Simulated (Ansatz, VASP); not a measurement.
## InAs (InAs (F-43m)) in two plane-wave programs

Wanted: the spread between two codes on one cell, functional and k mesh. The cell is taken from a series of runs on this material, whose earlier steps may have relaxed, scaled, displaced or heated it; both programs get it as it stands.

Calculated with Ansatz 0.2.0; plane waves, with VASP 6.6.1 beside it; relaxation of cell and atoms at r2SCAN.

## 1. Starting point

Symmetry: F-43m, No. 216, cubic system. Conventional cell: a = 6.107 Å, b = 6.107 Å, c = 6.107 Å, α = 90.00°, β = 90.00°, γ = 90.00°. Nearest to In lie 4 As at 2.64 Å. Nearest to As lie 4 In at 2.64 Å. Farther neighbours are not listed.

## 2. Ansatz: relaxation of cell and atoms, r2SCAN

Ansatz runs on its default PAW (the set named soft_2) files.

The relaxed volume is the usual yardstick between codes: in a stiff, nearly cubic crystal its relative difference is about their pressure difference at one cell divided by the bulk modulus.

The input, input.yaml:

```yaml
crystal:
  lattice:
    - [0.0, 3.0535617, 3.0535617]
    - [3.0535617, 0.0, 3.0535617]
    - [3.0535617, 3.0535617, 0.0]
  atoms:
    - { symbol: In, position: [0.25, 0.25, 0.25] }
    - { symbol: As, position: [0.0, 0.0, 0.0] }
basis:
  ecutwfc: 500
  xc_grid: 2
hamiltonian:
  xc: r2scan
kpoints:
  mp_grid: { grid: [11, 11, 11] }
scf:
  occupations: { method: fermi_dirac, width: 0.05 }
  max_iter: 150
output:
  forces: true
  stress: true
relax:
  f_tol: 0.01
  max_steps: 60
  cell: {}
checkpoint:
  write: "../r2scan.run"
  compress: false
  write_wavefunctions: false
  write_every: 100000
```

The run is started by

```
$ ansatz run input.yaml --threads 1 --pin off --max-ram 2355MiB --backend cpu --events-out ev --progress --plain --runs-dir out
```

Numbers of over 12 decimals in the logs are rounded to 6 here.

The program printed:

```text
Engine: ansatz 0.2.0, aarch64-unknown-linux-gnu
Pseudopotentials: kind: paw
Pseudopotential: In, paw, valence charge 13, recommended cutoff 500 eV (meta_gga), In.paw.azcp
Pseudopotential: As, paw, valence charge 15, recommended cutoff 500 eV (meta_gga), As.paw.azcp
Functional definition: r2SCAN
  parameter k0 = 0.174
  parameter k1 = 0.065
  parameter a1 = 4.9479
  exchange = r2scan_x(k0 = k0, k1 = k1, a1 = a1)
  correlation = r2scan_c
Crystal: 2 atoms, lattice volume = 56.944 Å³
Basis set: ecut = 500 eV, 1459 PW (Γ), exchange–correlation on 64×64×64 points (8 copies of the dense FFT grid, shifted against one another)
Bands: 18, of which v1, the nominal top of the filled ones, is band 14 counted from 1 (13 counted from 0)
Symmetry: 24 space group operations
Space group: F-43m (ITA 216), of the structure as read, at distance tolerance 3.8e-5 Å
k-points: 56 of 1331 (time reversal used)
Non-local potential: In, projectors of the file, l = 0: 2, l = 1: 2, l = 2: 2, l = 3: 2
Non-local potential: As, projectors of the file, l = 0: 2, l = 1: 2, l = 2: 3, l = 3: 1
PAW form: soft (Blöchl's): semilocal exchange-correlation on the pseudo side does not see the compensation charge
PAW frozen core: In, regenerated for the run's functional (the file was generated under x = pbe(κ = 0.804, μ = 0.219515), c = pbe(β = 0.066725))
PAW frozen core: As, regenerated for the run's functional (the file was generated under x = pbe(κ = 0.804, μ = 0.219515), c = pbe(β = 0.066725))
PAW one-centre angular grid: In, 590 points (default); XC on 289 of its mesh's 2783 points in the sphere
PAW one-centre angular grid: As, 590 points (default); XC on 160 Gauss nodes
Initial density: superposition of atomic densities (neutral atoms: chi_scale 0, normalization atom), corrected by the library's trained network
Initial wavefunctions: pseudopotential atomic-orbital guess
Functional: x = r2scan, c = r2scan; τ floored in thin density (d = 2e-4 eV/Å³)
SCF iter   1: F=—  HF=-10477.172676 eV  |F-HF|=—  |Δ(HF+E_count)|=         —  Δρ=5.93e-3  dr2=1.14e-2  dr2_τ=7.53e-3  ethr=1.77e-3  ⟨swp⟩=6.1  Hψ=5090  notcnv=0
preconditioner: auto → none  [insulator: Δε(μ)=1.012 eV  Ē_g=15.404 eV  σ=0.050 eV  W_gap=0.76  n_scr=14 (ndim 8)  ℏωp=20.9 eV  f_vac=0.114  D(μ)=0.03/eV (n_scr^D=0)  ε∞_Penn≈2.8]
SCF iter   2: F=—  HF=-10477.178726 eV  |F-HF|=—  |Δ(HF+E_count)|=   6.05e-3  Δρ=1.68e-3  dr2=1.27e-3  dr2_τ=6.84e-5  ethr=4.07e-5  ⟨swp⟩=2.0  Hψ=2464  notcnv=0
SCF iter   3: F=—  HF=-10477.179025 eV  |F-HF|=—  |Δ(HF+E_count)|=   2.99e-4  Δρ=7.15e-4  dr2=1.78e-4  dr2_τ=3.73e-6  ethr=4.55e-6  ⟨swp⟩=1.3  Hψ=1099  notcnv=0
SCF iter   4: F=—  HF=-10477.179087 eV  |F-HF|=—  |Δ(HF+E_count)|=   6.12e-5  Δρ=6.69e-5  dr2=1.30e-6  dr2_τ=3.50e-8  ethr=6.37e-7  ⟨swp⟩=2.3  Hψ=1308  notcnv=0
SCF iter   5: F=—  HF=-10477.179088 eV  |F-HF|=—  |Δ(HF+E_count)|=   1.63e-6  Δρ=1.44e-5  dr2=2.76e-7  dr2_τ=2.67e-9  ethr=4.65e-9  ⟨swp⟩=2.2  Hψ=1490  notcnv=0
SCF iter   6: F=-10477.179088 eV  HF=-10477.179088 eV  |F-HF|=1.28e-9  |Δ(HF+E_count)|=   8.60e-8  Δρ=3.97e-6  dr2=1.16e-8  dr2_τ=3.67e-10  ethr=3.57e-10  ⟨swp⟩=4.8  Hψ=3360  notcnv=0
SCF 1 converged in 6 iterations: F = -10477.179088 eV  dr2 = 1.16e-8
  greatest PAW one-centre occupation: 0.999 electrons in one spin orbital (limit 2), on the As atom at site 1 (counted from 0), in its partial waves of l = 2
relax step   1: F+E_penalty+E_count = -10477.17908826 eV  Δ(F+E_penalty+E_count) = +0.000e0 eV  max|allowed force component| = 1.076e-16 eV/Å  Δτ_max = 0.0000 Å  P = +0.064 GPa  Ω = 56.944 Å³  (6 SCF iters, dr2 threshold 1.00e-7 eV, accepted)
[...]
relax step   2: F+E_penalty+E_count = -10477.17908978 eV  Δ(F+E_penalty+E_count) = -1.520e-6 eV  max|allowed force component| = 4.272e-17 eV/Å  Δτ_max = 0.0000 Å  P = -0.029 GPa  Ω = 57.037 Å³  energy of the carried Pulay correction = -8.515e-6 eV  (4 SCF iters, dr2 threshold 1.03e-8 eV, accepted)
[...]
relax step   3: F+E_penalty+E_count = -10477.17909962 eV  Δ(F+E_penalty+E_count) = -9.842e-6 eV  max|allowed force component| = 3.238e-17 eV/Å  Δτ_max = 0.0000 Å  P = -0.029 GPa  Ω = 57.037 Å³  stress off target by 2.90e-2 GPa  SCF on the basis re-selected at this cell (its energy is not comparable with the rows above)  (4 SCF iters)
basis re-selected at this cell: Δ(F+E_penalty+E_count) = -9.842e-6 eV, ΔP = +0.000 GPa vs the last step (what re-selecting the basis moved, of the pressure what is left beyond the Pulay correction that the steps carried, after the strain that the cell walked since its last selection, with what the two solves' SCF thresholds leave and, on support functions, any second-order correction that the steps lacked; it is no m [...]
SCF converged after 4 iterations
Free energy (F): -10477.179100 eV
Harris-Foulkes:  -10477.179100 eV  (|F-HF|=3.64e-12)
Internal energy: -10477.178832 eV  (E = F + TS)
E sigma→0 (E₀):  -10477.178966 eV
Entropy (-TS):   -0.000267 eV (-0.134 meV/atom)
Fermi energy:    7.309705 eV
--- Per-component energies (eV) ---
  E_band       = -340.410163
  E_kinetic    = 345.939408
  E_local      = -3320.241081  (includes V_loc(G=0)·N_el)
  E_nonlocal   = -302.042375
  E_hartree    = 1604.405181
  E_xc         = -274.691702
  E_vxc        = -190.428790  (∫ρ·V_xc dr)
  E_paw        = -6033.048927  (= ΣΔE_a)
  E_vpaw       = -94.206158  (= ΣTr[D̂ρ^β])
  E_aug_tail   = 0.000001  (compensation charges beyond the density's cutoff)
  E_vtau       = 11.758477  (kinetic-family band-sum trace: ∫τ·v_τ [+ j·A + Jᵃ·Aᵃ] dr)
  E_ewald      = -2497.007473
  E_core_change = -0.491862  (= ΣΔE_core)
  E_smearing   = -0.000267  (= −TS)
  E_closure    = 0.000000  (closes the sum)
  Σ components = -10477.179100   (vs F -10477.179100, Δ=0.00e0)
--- Forces (eV/Å), atoms counted from 1 ---
  atom   1  In    -0.00000000     0.00000000     0.00000000
  atom   2  As     0.00000000    -0.00000000    -0.00000000
  max |Σ_I F_I| component: 6.48e-17 eV/Å
--- Stress (GPa, compression-positive) ---
       -0.029031       0.000000       0.000000
        0.000000      -0.029031       0.000000
        0.000000       0.000000      -0.029031
  P = ⅓ Tr σ = -0.0290 GPa (-0.290 kbar)
--- Relaxed structure (2 steps of the walk, 2 accepted, 1 SCFs on fresh bases) ---
  F+E_penalty+E_count = -10477.17909962 eV   max|allowed force component| = 3.238e-17 eV/Å   (the final SCF, on the basis selected at the relaxed cell)
  cell:  # Å, volume = 57.0369 Å³
    - [0, 3.055217, 3.055217]
    - [3.055217, 0, 3.055217]
    - [3.055217, 3.055217, 0]
  atoms:
    - { symbol: In, position: [0.25, 0.25, 0.25] }
    - { symbol: As, position: [0, 0, 0] }
```

Reading the cycles: dr2 is the Hartree energy of the density residual (eV), the measure of convergence; HF is the Harris–Foulkes estimate of the energy, which meets the free energy F at convergence.

## 3. VASP: relaxation of cell and atoms, r2SCAN

The same cell, functional, mesh and smearing now go to VASP, with its own data sets.

Lines of VASP's logs that name or quote its potential files are left out, and so is its time.

The input, INCAR:

```
SYSTEM = InAs
PREC = Accurate
ENCUT = 550
EDIFF = 1E-07
NELM = 120
ISMEAR = -1
SIGMA = 0.05
LREAL = .FALSE.
ALGO = Normal
METAGGA = R2SCAN
LASPH = .TRUE.
NBANDS = 15
LORBIT = 11
LWAVE = .FALSE.
LCHARG = .FALSE.
ISIF = 3
IBRION = 2
NSW = 80
EDIFFG = -0.005
GGA_COMPAT = .FALSE.
NELMIN = 4
LMIXTAU = .TRUE.
```

The input, POSCAR:

```
InAs
1.0
    0.0000000000      3.0535620000      3.0535620000
    3.0535620000      0.0000000000      3.0535620000
    3.0535620000      3.0535620000      0.0000000000
In As
1 1
Direct
    0.2500000000      0.2500000000      0.2500000000
    0.0000000000      0.0000000000      0.0000000000
```

The input, KPOINTS:

```
Automatic mesh
0
Gamma
11 11 11
0 0 0
```

PAW data sets: In_d and As (PBE family, release 64).

The run is started by

```
$ mpirun -np 1 vasp_std
```

The program printed:

```text
[banner, memory and clock lines left out]
running    1 mpi-ranks, on    1 nodes
 distrk:  each k-point on    1 cores,    1 groups
 distr:  one band on    1 cores,    1 groups

 POSCAR found type information on POSCAR InAs
 POSCAR found :  2 types and       2 ions
|                                                                             |
|               ----> ADVICE to this user running VASP <----                  |
|                                                                             |
|     You enforced a specific xc type in the INCAR file but a different       |
|     [... a line on the potential file left out ...]
|     I HOPE YOU KNOW WHAT YOU ARE DOING!                                     |
|                                                                             |

 LDA part: xc-table for (None), standard interpolation
 POSCAR, INCAR and KPOINTS ok, starting setup
 FFT: planning ... GRIDC
 FFT: planning ... GRID_SOFT
 FFT: planning ... GRID
 WAVECAR not read
 entering main loop
       N       E                     dE             d eps       ncg     rms          rms(c)
DAV:   1     0.807304848637E+02    0.80730E+02   -0.93026E+03  1687   0.144E+03
DAV:   2    -0.334865727801E+02   -0.11422E+03   -0.10970E+03  1785   0.322E+02
DAV:   3    -0.412628597046E+02   -0.77763E+01   -0.77208E+01  2191   0.816E+01
DAV:   4    -0.414546158062E+02   -0.19176E+00   -0.19169E+00  1923   0.144E+01
DAV:   5    -0.414637557535E+02   -0.91399E-02   -0.91397E-02  2636   0.275E+00    0.612E+00
DAV:   6    -0.380257878254E+02    0.34380E+01   -0.19923E+00  2023   0.319E+01    0.307E+00
DAV:   7    -0.380222911279E+02    0.34967E-02   -0.62579E-01  1757   0.109E+01    0.147E+00
DAV:   8    -0.380079886605E+02    0.14302E-01   -0.37303E-01  1680   0.709E+00    0.104E+00
DAV:   9    -0.380166760971E+02   -0.86874E-02   -0.22160E-02  2107   0.166E+00    0.767E-01
DAV:  10    -0.380173243450E+02   -0.64825E-03   -0.16437E-01  1687   0.403E+00    0.504E-01
DAV:  11    -0.380606794787E+02   -0.43355E-01   -0.47466E-02  1680   0.215E+00    0.245E-01
DAV:  12    -0.380616883618E+02   -0.10089E-02   -0.45514E-03  1820   0.634E-01    0.209E-01
DAV:  13    -0.380597160715E+02    0.19723E-02   -0.21732E-03  1785   0.630E-01    0.794E-02
DAV:  14    -0.380621863921E+02   -0.24703E-02   -0.18270E-03  1708   0.434E-01    0.343E-02
DAV:  15    -0.380622033124E+02   -0.16920E-04   -0.21910E-04  2191   0.166E-01    0.357E-02
DAV:  16    -0.380622561344E+02   -0.52822E-04   -0.40303E-05  1771   0.730E-02    0.304E-02
DAV:  17    -0.380622579648E+02   -0.18304E-05   -0.17835E-05  1932   0.403E-02    0.235E-02
DAV:  18    -0.380622504446E+02    0.75202E-05   -0.10058E-05  2125   0.229E-02    0.103E-02
DAV:  19    -0.380622603873E+02   -0.99427E-05   -0.27675E-05  1778   0.485E-02    0.681E-03
DAV:  20    -0.380622617438E+02   -0.13566E-05   -0.79496E-07  2261   0.846E-03    0.387E-03
DAV:  21    -0.380622619508E+02   -0.20700E-06   -0.18042E-07  1583   0.645E-03    0.255E-03
DAV:  22    -0.380622631825E+02   -0.12316E-05   -0.92123E-07  1831   0.824E-03    0.175E-03
DAV:  23    -0.380622633134E+02   -0.13096E-06   -0.10224E-07  1568   0.430E-03    0.965E-04
DAV:  24    -0.380622632597E+02    0.53740E-07   -0.19667E-08  1078   0.140E-03
   1 F= -.38062263E+02 E0= -.38062133E+02  d E =-.380623E+02
 curvature:   0.00 expect dE= 0.000E+00 dE for cont linesearch  0.000E+00
 trial: gam= 0.00000 g(F)=  0.230E-47 g(S)=  0.314E-04 ort = 0.000E+00 (trialstep = 0.100E+01)
 search vector abs. value=  0.314E-04
 bond charge predicted
       N       E                     dE             d eps       ncg     rms          rms(c)
DAV:   1    -0.380626155037E+02   -0.35219E-03   -0.86212E-03  2100   0.184E+00    0.132E-01
DAV:   2    -0.380623176852E+02    0.29782E-03   -0.60292E-04  2114   0.570E-01    0.427E-02
DAV:   3    -0.380622689989E+02    0.48686E-04   -0.11281E-04  2072   0.238E-01    0.213E-02
DAV:   4    -0.380622686268E+02    0.37210E-06   -0.30022E-05  1729   0.545E-02    0.205E-02
DAV:   5    -0.380622695656E+02   -0.93881E-06   -0.78756E-06  1736   0.300E-02    0.690E-03
DAV:   6    -0.380622602141E+02    0.93516E-05   -0.16109E-05  1687   0.488E-02    0.557E-03
DAV:   7    -0.380622696945E+02   -0.94804E-05   -0.42835E-06  1694   0.217E-02    0.517E-03
DAV:   8    -0.380622703255E+02   -0.63100E-06   -0.52870E-07  1855   0.833E-03    0.146E-03
DAV:   9    -0.380622703617E+02   -0.36259E-07   -0.13544E-07  1642   0.361E-03
   2 F= -.38062270E+02 E0= -.38062136E+02  d E =-.710200E-05
 trial-energy change:   -0.000007  1 .order   -0.000010   -0.000031    0.000011
 step:   0.6401(harm=  0.7352)  dis= 0.00000  next Energy=   -38.062273 (dE=-0.927E-05)
 reached required accuracy - stopping structural energy minimisation
```

Parts of OUTCAR (step 3):

```text
ion  position               nearest neighbor table
   1  0.250  0.250  0.250-   2 2.64   2 2.64   2 2.64   2 2.64
   2  0.000  0.000  0.000-   1 2.64   1 2.64   1 2.64   1 2.64

  LATTYP: Found a face centered cubic cell.
 ALAT       =     6.1071240000

 Subroutine GETGRP returns: Found 24 space group operations
 (whereof 24 operations were pure point group operations)

The static configuration has the point symmetry T_d .

 Found     56 irreducible k-points:

   k-points           NKPTS =     56   k-points in BZ     NKDIM =     56   number of bands    NBANDS=     15

   dimension x,y,z NGX =    36 NGY =   36 NGZ =   36
   dimension x,y,z NGXF=    72 NGYF=   72 NGZF=   72

   ENCUT  =  550.0 eV  40.42 Ry    6.36 a.u.   8.26  8.26  8.26*2*pi/ulx,y,z

   NELECT =      18.0000    total number of electrons

 k-points in reciprocal lattice and weights: Automatic mesh
   0.00000000  0.00000000  0.00000000       0.001
   0.09090909  0.00000000  0.00000000       0.006
   0.18181818  0.00000000  0.00000000       0.006
   0.27272727  0.00000000  0.00000000       0.006
   0.36363636  0.00000000  0.00000000       0.006
   0.45454545  0.00000000  0.00000000       0.006
   0.09090909  0.09090909  0.00000000       0.005
   0.18181818  0.09090909  0.00000000       0.018
   0.27272727  0.09090909  0.00000000       0.018
[...]
-0.36363636  0.45454545  0.18181818       0.018
  -0.27272727  0.45454545  0.18181818       0.018

 average (electrostatic) potential at core
       1-102.4793       2 -54.4341

 E-fermi :   4.0700

 k-point     1 :       0.0000    0.0000    0.0000
  band No.  band energies     occupation
    ...
      6      -8.1368      2.00000
      7       3.9605      1.79877
      8       3.9605      1.79877
      9       3.9605      1.79876
     10       4.0379      1.31014
     11       8.2171      0.00000
     12       8.2171      0.00000
     13       8.2171      0.00000
     14      11.9097      0.00000
     15      14.0568      0.00000

 k-point     2 :       0.0909    0.0000    0.0000
  band No.  band energies     occupation
    ...
      5     -10.6957      2.00000
      6      -8.0508      2.00000
      7       2.6787      2.00000
      8       3.8571      1.97207
      9       3.8571      1.97207
     10       5.0351      0.00000
     11       8.2524      0.00000
     12       8.3739      0.00000
     13       8.3739      0.00000
     14      12.4154      0.00000
    ...

 k-point     3 :       0.1818    0.0000    0.0000
  band No.  band energies     occupation
    ...
      5     -10.6954      2.00000
      6      -7.8045      2.00000
      7       1.2981      2.00000
      8       3.6116      1.99979
      9       3.6116      1.99979
     10       5.4867      0.00000
     11       8.7158      0.00000
     12       8.7158      0.00000
     13       8.7228      0.00000
     14      12.9573      0.00000
    ...

  Total       -0.0075001     -0.0075001     -0.0075001      0.0000000      0.0000000     -0.0000000
  in kB       -0.2107044     -0.2107044     -0.2107044      0.0000000      0.0000000     -0.0000000
  external PRESSURE =      -0.2107044 kB  Pullay stress =       0.0000000 kB

  energy-cutoff  :      550.00
  volume of cell :       57.03
      direct lattice vectors                 reciprocal lattice vectors
     0.000000000  3.055095828  3.055095828    -0.163660987  0.163660987  0.163660987
     3.055095828 -0.000000000  3.055095828     0.163660987 -0.163660987  0.163660987
     3.055095828  3.055095828 -0.000000000     0.163660987  0.163660987 -0.163660987

 POSITION                                       TOTAL-FORCE (eV/Angst)
 -----------------------------------------------------------------------------------
      1.52755      1.52755      1.52755        -0.000000     -0.000000     -0.000000
      0.00000      0.00000      0.00000         0.000000      0.000000      0.000000
 -----------------------------------------------------------------------------------
    total drift:                               -0.000000     -0.000000      0.000000

  FREE ENERGIE OF THE ION-ELECTRON SYSTEM (eV)
  ---------------------------------------------------
  free  energy   TOTEN  =       -38.0622703617 eV

  energy  without entropy=      -38.0620025942  energy(sigma->0) =      -38.06213648

 reached required accuracy - stopping structural energy minimisation

 total charge
# of ion       s       p       d       tot
------------------------------------------
    1        0.834   0.733   9.888  11.455
    2        1.215   1.596   0.021   2.832
--------------------------------------------------
tot          2.049   2.329   9.909  14.287

[... 3 further parts left out ...]
```

The gap is under twice the smearing width, so the edge states are partly filled and the run can't tell a small gap from a semimetal.

## 4. Side by side

Known differences besides the potentials themselves: VASP keeps PBE cores, Ansatz makes them for the functional; the data sets hold 28 valence electrons in Ansatz (on its default PAW (the set named soft_2) files) and 18 in VASP; the cutoff is 500 eV in Ansatz and 550 eV in VASP; Ansatz adds a Pulay correction to the stress that steers its cell, VASP none. Total energies have different zeros and are not compared.

The two programs side by side:

| quantity | Ansatz | VASP | difference |
| --- | --- | --- | --- |
| volume (Å³) | 57.04 | 57.03 | +0.01 % |
| edge a after relaxation, in the typed setting (Å) | 4.321 | 4.321 | +0.00 % |

## 5. What came out

```yaml
difference_in_volume_relaxation_of_cell_and_atoms_r2scan: 0.012 %
```

**Reading.** The difference in volume is 0.012 % (relaxation of cell and atoms, r2SCAN), within the 1.2 % picked in this series as the mark of a large difference, as far as the stopping tolerances let one tell. The data sets hold unlike numbers of valence electrons (28 in Ansatz and 18 in VASP), so part of the differences comes from the potentials. How closely two codes agree says nothing of how well the functional describes the real material.

[Lines on the potential files, build, host, timing and source positions are cut from VASP's logs without a mark.]

[Logs are printed without paths, hosts, clocks, repeated set-up lines and the standing remarks that a program may print on its own settings, such as how far it seeks lower states.]

[Hosts, paths, dates, database ids (printed as entryN), source tags and the programs' standing remarks are cut or masked in the printed files.]
